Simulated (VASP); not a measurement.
# CuRu4 (Im-3m) in VASP: notebook

One crystal, CuRu4, is run at these levels: PBE, RPBE, LDA; tasks: relaxation of cell and atoms, relaxation of the atoms.

Program: VASP 6.6.1. These are calculated values, not measurements. Logs are shortened: lines on timing, memory, paths and dates and some standing lists are left out, and cuts for length are marked.

### Step 1. The crystal as given

Symmetry: Im-3m, No. 229, cubic system. The conventional cell has a = 5.112 Å, b = 5.112 Å, c = 5.112 Å, α = 90.00°, β = 90.00°, γ = 90.00°. Cu (site symmetry m-3m) has 8 Ru at 2.21 Å as nearest neighbours. Around Ru (site symmetry -3m) lie 2 Cu at 2.21 Å.

The cell was built by a generator and needn't be a form met in nature.

### Step 2. Relaxation of cell and atoms, PBE

The input, INCAR:

```
SYSTEM = CuRu4
PREC     = Accurate       ! precision mode
ENCUT    = 600            ! plane-wave cutoff, eV
EDIFF    = 1E-7           ! SCF threshold, eV
ISMEAR   = 1              ! smearing method
SIGMA    = 0.2            ! smearing width, eV
LREAL    = .False.        ! projectors in reciprocal space
LASPH    = .True.         ! aspherical terms in the spheres
NELM     = 80             ! most SCF steps
ALGO     = Normal         ! electronic algorithm
ISIF     = 3              ! what is computed and relaxed
LWAVE    = .False.        ! write WAVECAR
LCHARG   = .False.        ! write CHGCAR
GGA      = PE             ! functional
IBRION   = 2              ! ionic algorithm
NSW      = 40             ! ionic steps
EDIFFG   = -0.01          ! ionic threshold
```

The input, KPOINTS:

```
Automatic mesh
0
Gamma
  7 7 7
  0 0 0
```

The input, POSCAR:

```
CuRu4
1.0
   -2.5560481600      2.5560481600      2.5560481600
    2.5560481600     -2.5560481600      2.5560481600
    2.5560481600      2.5560481600     -2.5560481600
Cu Ru
1 4
Direct
    0.0000000000      0.0000000000      0.0000000000
    0.0000000000      0.0000000000      0.5000000000
    0.5000000000      0.0000000000      0.0000000000
    0.0000000000      0.5000000000      0.0000000000
    0.5000000000      0.5000000000      0.5000000000
```

Potentials or basis: VASP PAW PBE potentials, release 64 (Cu, Ru_pv).

Run with:

```console
$ cat potpaw_PBE.64/Cu/POTCAR potpaw_PBE.64/Ru_pv/POTCAR > POTCAR
$ mpirun -np 1 vasp_std > vasp.out
```

OUTCAR:

```text
SYSTEM = CuRu4
   PREC = Accurate
   ENCUT = 600
   EDIFF = 1E-7
   ISMEAR = 1
   LREAL = .False.
   LASPH = .True.
   NELM = 80
   ISIF = 3
   GGA = PE
   IBRION = 2
   NSW = 40
   EDIFFG = -0.01

 ion  position               nearest neighbor table
   1  0.000  0.000  0.000-   2 2.21   3 2.21   4 2.21   5 2.21   2 2.21   4 2.21   3 2.21   5 2.21

   2  0.000  0.000  0.500-   1 2.21   1 2.21   4 2.56   5 2.56   3 2.56   4 2.56   3 2.56   5 2.56

   3  0.500  0.000  0.000-   1 2.21   1 2.21   4 2.56   5 2.56   5 2.56   2 2.56   2 2.56   4 2.56

   4  0.000  0.500  0.000-   1 2.21   1 2.21   3 2.56   5 2.56   2 2.56   2 2.56   5 2.56   3 2.56

   5  0.500  0.500  0.500-   1 2.21   1 2.21   3 2.56   4 2.56   3 2.56   4 2.56   2 2.56   2 2.56

  LATTYP: Found a body centered cubic cell.
 ALAT       =     5.1120963200

  Lattice vectors:

 A1 = (  -2.5560481600,   2.5560481600,   2.5560481600)
 A2 = (   2.5560481600,  -2.5560481600,   2.5560481600)
 A3 = (   2.5560481600,   2.5560481600,  -2.5560481600)

Analysis of symmetry for initial positions (statically):
=====================================================================
 Subroutine PRICEL returns:
 Original cell was already a primitive cell.

 Routine SETGRP: Setting up the symmetry group for a
 body centered cubic supercell.

 Subroutine GETGRP returns: Found 48 space group operations
 (whereof 48 operations were pure point group operations)
 out of a pool of 48 trial point group operations.

The static configuration has the point symmetry O_h .

Analysis of symmetry for dynamics (positions and initial velocities):
=====================================================================
 Subroutine PRICEL returns:
 Original cell was already a primitive cell.

 Routine SETGRP: Setting up the symmetry group for a
 body centered cubic supercell.

 Subroutine GETGRP returns: Found 48 space group operations
 (whereof 48 operations were pure point group operations)
 out of a pool of 48 trial point group operations.

The dynamic configuration has the point symmetry O_h .

 Subroutine INISYM returns: Found 48 space group operations
 (whereof 48 operations are pure point group operations),
 and found     1 'primitive' translations

----------------------------------------------------------------------------------------

                                     Primitive cell

  volume of cell :      66.7986

  direct lattice vectors                    reciprocal lattice vectors
    -2.556048160  2.556048160  2.556048160     0.000000000  0.195614468  0.195614468
     2.556048160 -2.556048160  2.556048160     0.195614468  0.000000000  0.195614468
     2.556048160  2.556048160 -2.556048160     0.195614468  0.195614468  0.000000000

  length of vectors
     4.427205280  4.427205280  4.427205280     0.276640633  0.276640633  0.276640633

  position of ions in fractional coordinates (direct lattice)
     0.000000000  0.000000000  0.000000000
     0.000000000  0.000000000  0.500000000
     0.500000000  0.000000000  0.000000000
     0.000000000  0.500000000  0.000000000
     0.500000000  0.500000000  0.500000000

  ion indices of the primitive-cell ions
   primitive index   ion index
                 1           1
                 2           2
                 3           3
                 4           4
                 5           5

----------------------------------------------------------------------------------------

 KPOINTS: Automatic mesh

Automatic generation of k-mesh.
 Grid dimensions read from file:
 generate k-points for:    7    7    7

 Generating k-lattice:

  Cartesian coordinates                     Fractional coordinates (reciprocal lattice)
     0.000000000  0.027944924  0.027944924     0.142857143  0.000000000  0.000000000
     0.027944924  0.000000000  0.027944924     0.000000000  0.142857143  0.000000000
     0.027944924  0.027944924  0.000000000     0.000000000  0.000000000  0.142857143

  Length of vectors
     0.039520090  0.039520090  0.039520090

  Shift w.r.t. Gamma in fractional coordinates (k-lattice)
     0.000000000  0.000000000  0.000000000

 Subroutine IBZKPT returns following result:
 ===========================================

 Found     20 irreducible k-points:

 Following reciprocal coordinates:
            Coordinates               Weight
  0.000000  0.000000  0.000000      1.000000
  0.142857  0.000000  0.000000     12.000000
  0.285714  0.000000  0.000000     12.000000
  0.428571  0.000000  0.000000     12.000000
  0.142857  0.142857  0.000000     24.000000
  0.285714  0.142857  0.000000     48.000000
[... 12 lines left out ...]
 -0.428571 -0.428571  0.285714      8.000000
 -0.428571  0.428571  0.428571      6.000000
   k-points           NKPTS =     20   k-points in BZ     NKDIM =     20   number of bands    NBANDS=     40
   number of dos      NEDOS =    301   number of ions     NIONS =      5
   total plane-waves  NPLWV =  46656
   dimension x,y,z NGX =    36 NGY =   36 NGZ =   36
   dimension x,y,z NGXF=    72 NGYF=   72 NGZF=   72
   ions per type =               1   4
   NGX,Y,Z   is equivalent  to a cutoff of  13.52, 13.52, 13.52 a.u.
   NGXF,Y,Z  is equivalent  to a cutoff of  27.04, 27.04, 27.04 a.u.
 SYSTEM =  CuRu4
   PREC   = accura    normal or accurate (medium, high low for compatibility)
   ISTART =      0    job   : 0-new  1-cont  2-samecut
   ICHARG =      2    charge: 1-file 2-atom 10-const
   ISPIN  =      1    spin polarized calculation?
   LNONCOLLINEAR =      F non collinear calculations
   LSORBIT =      F    spin-orbit coupling
   LASPH  =      T    aspherical Exc in radial PAW
   ENCUT  =  600.0 eV  44.10 Ry    6.64 a.u.   8.84  8.84  8.84*2*pi/ulx,y,z
   NELM   =     80;   NELMIN=  2; NELMDL= -5     # of ELM steps
   EDIFF  = 0.1E-06   stopping-criterion for ELM
   LREAL  =      F    real-space projection
   EDIFFG = -.1E-01   stopping-criterion for IOM
   NSW    =     40    number of steps for IOM
   IBRION =      2    ionic relax: 0-MD 1-quasi-New 2-CG
   NFREE  =      1    steps in history (QN), initial steepest desc. (CG)
   ISIF   =      3    stress and relaxation
   ISYM   =      2    0-nonsym 1-usesym 2-fastsym
   POTIM  = 0.5000    time-step for ionic-motion
   TEBEG  =    0.0;   TEEND  =   0.0 temperature during run
   PSTRESS=    0.0 pullay stress
   NELECT =      67.0000    total number of electrons
   NUPDOWN=      -1.0000    fix difference up-down
   EMIN   =  10.00;   EMAX   =-10.00  energy-range for DOS
   EFERMI =   0.00;   METHOD = LEGACY
   ISMEAR =     1;   SIGMA  =   0.20  broadening in eV -4-tet -1-fermi 0-gaus
   EFERMI_NEDOS =   21; number of points for ismear=-14 and -15
   IALGO  =     38    algorithm
   IMIX   =      4    mixing-type and parameters
     AMIX     =   0.40;   BMIX     =  1.00
     AMIX_MAG =   1.60;   BMIX_MAG =  1.00
  volume/ion in A,a.u.               =      13.36        90.16
  Fermi-wavevector in a.u.,A,eV,Ry     =   1.638743  3.096774 36.538136  2.685477
  Thomas-Fermi vector in A             =   2.729664
   LORBIT       =      0    0 simple, 1 ext, 2 COOP (PROOUT), +10 PAW based schemes
   GGA     = PE    functional components
   LHFCALC =     F    Hartree Fock is set to
   AEXX    =    0.0000 exact exchange contribution
   IVDW    =     0    specifies the selected vdW correction
   LEPSILON=     F    determine dielectric tensor
   LRPA    =     F    only Hartree local field effects (RPA)
 conjugate gradient relaxation of ions
 non-spin polarized calculation
 Methfessel and Paxton  Order N= 1 SIGMA  =   0.20
  energy-cutoff  :      600.00
  volume of cell :       66.80
 maximum number of plane-waves:      2256
   NGX = 17   NGY = 17   NGZ = 17

--------------------------------------- Ionic step        1  -------------------------------------------

 number of electron      66.9999977 magnetization

 Free energy of the ion-electron system (eV)
  ---------------------------------------------------
  ext. energy  EPLUGINS =         0.00000000
  ---------------------------------------------------
  free energy    TOTEN  =       -31.67206357 eV

  energy without entropy =      -31.65841554  energy(sigma->0) =      -31.66751423

 E-fermi :  11.7678     XC(G=0): -13.6075

 val. band max:       11.7621468172   @ k =   0.2857   0.2857   0.1429
 cond. band min:      11.7680421778   @ k =   0.2857   0.1429   0.1429
 fundamental gap:      0.0058953606
 Fermi energy:        11.7678074357

 k-point     1 :       0.0000    0.0000    0.0000
  band No.  band energies     occupation
      1     -31.6104      2.00000
      2     -31.6104      2.00000
      3     -31.6104      2.00000
      4     -31.3560      2.00000
      5     -31.3560      2.00000
      6     -31.3560      2.00000
[... 32 lines left out ...]
     39      14.8578     -0.00000
[... 955 lines left out ...]
 POSITION                                       TOTAL-FORCE (eV/Angst)
 -----------------------------------------------------------------------------------
     -0.00000      0.00000      0.00000         0.000000     -0.000000      0.000000
      1.36482      1.36482     -1.36482        -0.000000      0.000000     -0.000000
     -1.36482      1.36482      1.36482        -0.000000     -0.000000     -0.000000
      1.36482     -1.36482      1.36482         0.000000      0.000000      0.000000
      1.36482      1.36482      1.36482         0.000000      0.000000      0.000000
 -----------------------------------------------------------------------------------
    total drift:                                0.000000     -0.000000      0.000000

  FREE ENERGIE OF THE ION-ELECTRON SYSTEM (eV)
  ---------------------------------------------------
  free  energy   TOTEN  =       -33.6896902398 eV

  energy  without entropy=      -33.6749909977  energy(sigma->0) =      -33.68479049

--------------------------------------- Ionic step        5  -------------------------------------------

 number of electron      66.9999973 magnetization

 Free energy of the ion-electron system (eV)
  ---------------------------------------------------
  ext. energy  EPLUGINS =         0.00000000
  ---------------------------------------------------
  free energy    TOTEN  =       -33.69237736 eV

  energy without entropy =      -33.67779484  energy(sigma->0) =      -33.68751652

 E-fermi :   8.7716     XC(G=0): -12.4871

 val. band max:        8.7710324980   @ k =  -0.4286  -0.4286   0.1429
 cond. band min:       8.7780269989   @ k =   0.2857   0.1429   0.1429
 fundamental gap:      0.0069945008
 Fermi energy:         8.7715622797

 k-point     1 :       0.0000    0.0000    0.0000
  band No.  band energies     occupation
      1     -34.0596      2.00000
      2     -34.0596      2.00000
      3     -34.0596      2.00000
      4     -33.8930      2.00000
      5     -33.8930      2.00000
      6     -33.8930      2.00000
[... 32 lines left out ...]
     39      11.3254     -0.00000
[... 829 lines left out ...]
 VOLUME and BASIS-vectors are now :
 -----------------------------------------------------------------------------
  energy-cutoff  :      600.00
  volume of cell :       80.73
      direct lattice vectors                 reciprocal lattice vectors
    -2.722612423  2.722612423  2.722612423     0.000000000  0.183647146  0.183647146
     2.722612423 -2.722612423  2.722612423     0.183647146  0.000000000  0.183647146
     2.722612423  2.722612423 -2.722612423     0.183647146  0.183647146  0.000000000

 POSITION                                       TOTAL-FORCE (eV/Angst)
 -----------------------------------------------------------------------------------
     -0.00000      0.00000      0.00000        -0.000000      0.000000      0.000000
      1.36131      1.36131     -1.36131        -0.000000     -0.000000      0.000000
     -1.36131      1.36131      1.36131         0.000000      0.000000     -0.000000
      1.36131     -1.36131      1.36131        -0.000000      0.000000      0.000000
      1.36131      1.36131      1.36131        -0.000000     -0.000000     -0.000000
 -----------------------------------------------------------------------------------
    total drift:                                0.000000     -0.000000      0.000000

  FREE ENERGIE OF THE ION-ELECTRON SYSTEM (eV)
  ---------------------------------------------------
  free  energy   TOTEN  =       -33.6923773552 eV

  energy  without entropy=      -33.6777948427  energy(sigma->0) =      -33.68751652

 reached required accuracy - stopping structural energy minimisation
```

Wall time 6.4 min (1 thread of Intel Xeon Platinum 8259CL at 2.50GHz (Skylake/Cascade Lake), shared host); peak memory 0.24 GiB.

What came out:

| Quantity | Value |
| --- | --- |
| Free energy | -33.6924 eV |
| Relaxed volume | 16.15 Å³/atom |
| Relaxed cell | a = 4.716 Å, b = 4.716 Å, c = 4.716 Å, α = 109.47°, β = 109.47°, γ = 109.47° |
| Space group after relaxing (to 0.05 Å) | Im-3m (No. 229) |
| Energy gained by relaxing | 404.1 meV/atom |
| Ionic steps | 5 |
| Pressure after relaxing | 0.0 GPa |
| Band gap on the k mesh | none (metal or under the smearing width) |

The path:
| step | energy change (eV) | largest force (eV/Å) | pressure (GPa) | volume (Å³) |
| --- | --- | --- | --- | --- |
| 1 | 0.0000 | 0.0000 | 55.77 | 66.80 |
| 2 | 3.4588 | 0.0000 | -27.52 | 122.60 |
| 3 | -1.9828 | 0.0000 | -4.97 | 83.09 |
| 4 | -2.0176 | 0.0000 | -1.39 | 81.35 |
| 5 | -2.0203 | 0.0000 | 0.03 | 80.73 |

Final structure:
```yaml
crystal:
  lattice:
    - [-2.72261, 2.72261, 2.72261]
    - [2.72261, -2.72261, 2.72261]
    - [2.72261, 2.72261, -2.72261]
  atoms:
    - { symbol: Cu, position: [0.00000, 0.00000, 0.00000] }
    - { symbol: Ru, position: [0.00000, 0.00000, 0.50000] }
    - { symbol: Ru, position: [0.50000, 0.00000, 0.00000] }
    - { symbol: Ru, position: [0.00000, 0.50000, 0.00000] }
    - { symbol: Ru, position: [0.50000, 0.50000, 0.50000] }
```

Caveat: the volume moved by over 15 % at a fixed basis, so the end points are rough.

### Step 3. Relaxation of cell and atoms, RPBE

The input, INCAR:

```
SYSTEM = CuRu4
PREC = Accurate ; ENCUT = 600
EDIFF = 1E-7 ; ISMEAR = 1
SIGMA = 0.2 ; LREAL = .FALSE.
LASPH = .TRUE. ; NELM = 60
ALGO = Normal ; ISIF = 3
LWAVE = .FALSE. ; LCHARG = .FALSE.
GGA = RP ; IBRION = 2
NSW = 60 ; EDIFFG = -0.01
```

The input, KPOINTS:

```
Automatic mesh
0
G
  7 7 7
  0 0 0
```

POSCAR is that of step 2.

Potentials or basis: VASP PAW PBE potentials, release 64 (Cu, Ru_pv).

Run with:

```console
$ cat potpaw_PBE.64/Cu/POTCAR potpaw_PBE.64/Ru_pv/POTCAR > POTCAR
$ mpirun -np 1 vasp_std > vasp.out
```

It took 6.4 min on 1 thread of Intel Xeon Platinum 8259CL at 2.50GHz (Skylake/Cascade Lake), shared host; peak memory 0.24 GiB.

Results (log left out):

```
Free energy                            : -30.7831 eV
Relaxed volume                         : 16.48 Å³/atom
Relaxed cell                           : a = 4.748 Å, b = 4.748 Å, c = 4.748 Å, α = 109.47°, β = 109.47°, γ = 109.47°
Space group after relaxing (to 0.05 Å) : Im-3m (No. 229)
Energy gained by relaxing              : 479.3 meV/atom
Ionic steps                            : 5
Pressure after relaxing                : 0.0 GPa
Band gap on the k mesh                 : none (metal or under the smearing width)
```

Step by step:
| step | energy change (eV) | largest force (eV/Å) | pressure (GPa) | volume (Å³) |
| --- | --- | --- | --- | --- |
| 1 | 0.0000 | 0.0000 | 60.32 | 66.80 |
| 2 | 3.2253 | 0.0000 | -25.10 | 128.18 |
| 3 | -2.3521 | 0.0000 | -5.15 | 85.12 |
| 4 | -2.3928 | 0.0000 | -1.58 | 83.19 |
| 5 | -2.3966 | 0.0000 | 0.04 | 82.40 |

Final structure:
```xyz
5
Lattice="-2.7413 2.7413 2.7413 2.7413 -2.7413 2.7413 2.7413 2.7413 -2.7413" Properties=species:S:1:pos:R:3 pbc="T T T"
Cu    0.0000    0.0000    0.0000
Ru    1.3706    1.3706   -1.3706
Ru   -1.3706    1.3706    1.3706
Ru    1.3706   -1.3706    1.3706
Ru    1.3706    1.3706    1.3706
```

Levels at points of the mesh, in eV from the Fermi level:
```csv
k point,band 30,band 31,band 32,band 33,band 34,band 35,band 36,band 37
"(0.00, 0.00, 0.00)",0.31,0.31,0.31,1.15,1.15,1.15,2.20,2.20
```

Caveat: the volume moved by over 15 % at a fixed basis, so the end points are rough; the PAW data sets were made with another functional, which shifts forces and pressure a little.

### Step 4. Relaxation of the atoms, LDA, spin-orbit coupling, no magnetisation

The input, INCAR:

```
SYSTEM = CuRu4
ALGO = Fast ; EDIFF = 1E-7
EDIFFG = -0.02 ; ENCUT = 450
GGA = CA ; GGA_COMPAT = .FALSE.
IBRION = 1 ; ISIF = 2
ISMEAR = -1 ; LASPH = .TRUE.
LCHARG = .FALSE. ; LMAXMIX = 4
LORBIT = 11 ; LREAL = .FALSE.
LSORBIT = .TRUE. ; LWAVE = .FALSE.
MAGMOM = 0 0 0 0 0 0 0 0 0 0 0 0 0 0 0 ; NELM = 100
NSW = 40 ; POTIM = 0.2
PREC = Accurate ; SIGMA = 0.1
```

The input, KPOINTS:

```
k-points
0
G
  5 5 5
  0 0 0
```

The input, POSCAR:

```
CuRu4
1.0
   -2.5560481600      2.5560481600      2.5560481600
    2.5560481600     -2.5560481600      2.5560481600
    2.5560481600      2.5560481600     -2.5560481600
Cu Ru
1 4
Selective dynamics
Direct
    0.0000000000      0.0000000000      0.0000000000  F F F
    0.0000000000      0.0000000000      0.5000000000  T T T
    0.5000000000      0.0000000000      0.0000000000  T T T
    0.0000000000      0.5000000000      0.0000000000  T T T
    0.5000000000      0.5000000000      0.5000000000  T T T
```

Potentials or basis: VASP PAW LDA potentials, release 64 (Cu, Ru_pv).

Run with:

```console
$ cat potpaw_LDA.64/Cu/POTCAR potpaw_LDA.64/Ru_pv/POTCAR > POTCAR
$ mpirun -np 1 vasp_ncl > vasp.out
```

Run time: 6.3 min. Hardware: 1 thread of Intel Xeon Platinum 8259CL at 2.50GHz (Skylake/Cascade Lake), shared host; peak memory 0.3 GiB.

Results (log left out):

```yaml
Free_energy: -39.6978 eV
Pressure_after_relaxing: 40.2 GPa
Valence_electrons_inside_the_program's_atomic_spheres: Cu 10.96; Ru 12.87
```

Final structure:
```
CELL_PARAMETERS angstrom
-2.55605 2.55605 2.55605
2.55605 -2.55605 2.55605
2.55605 2.55605 -2.55605
ATOMIC_POSITIONS crystal
Cu 0.00000 0.00000 0.00000
Ru 0.00000 0.00000 0.50000
Ru 0.50000 0.00000 0.00000
Ru 0.00000 0.50000 0.00000
Ru 0.50000 0.50000 0.50000
```

Caveat: the relaxation stopped at its first step, so nothing moved; a pressure of tens of GPa on the cell as given is suspect, and the run, the potentials or the cell itself is likely at fault.

### Step 5. The runs side by side

```csv
task,level,potentials or basis,spin,cell,k mesh,cutoff (eV),smearing,atoms held fixed (from 0),other keys,gap on the mesh (eV),pressure (GPa),relaxed volume (Å³/atom)
relaxation of cell and atoms,PBE,"VASP PAW PBE potentials, release 64 (Cu, Ru_pv)",off,relaxed,7 × 7 × 7,600,methfessel-paxton 0.2 eV,-,-,none,0.0,16.15
relaxation of cell and atoms,RPBE,"VASP PAW PBE potentials, release 64 (Cu, Ru_pv)",off,relaxed,7 × 7 × 7,600,methfessel-paxton 0.2 eV,-,-,none,0.0,16.48
relaxation of the atoms,LDA,"VASP PAW LDA potentials, release 64 (Cu, Ru_pv)","SOC, no magnetisation",atoms relaxed,5 × 5 × 5,450,fermi-dirac 0.1 eV,[0],ALGO = Fast; IBRION = 1; POTIM = 0.2; ENCUT = 450,-,40.2,-
```

Caveats: the volume moved by over 15 % at a fixed basis, so the end points are rough (some runs); the PAW data sets were made with another functional, which shifts forces and pressure a little (some runs); the relaxation stopped at its first step, so nothing moved (some runs); a pressure of tens of GPa on the cell as given is suspect, and the run, the potentials or the cell itself is likely at fault (some runs).

Total energies depend on the potentials used, so only differences within one code and one set of settings carry meaning.
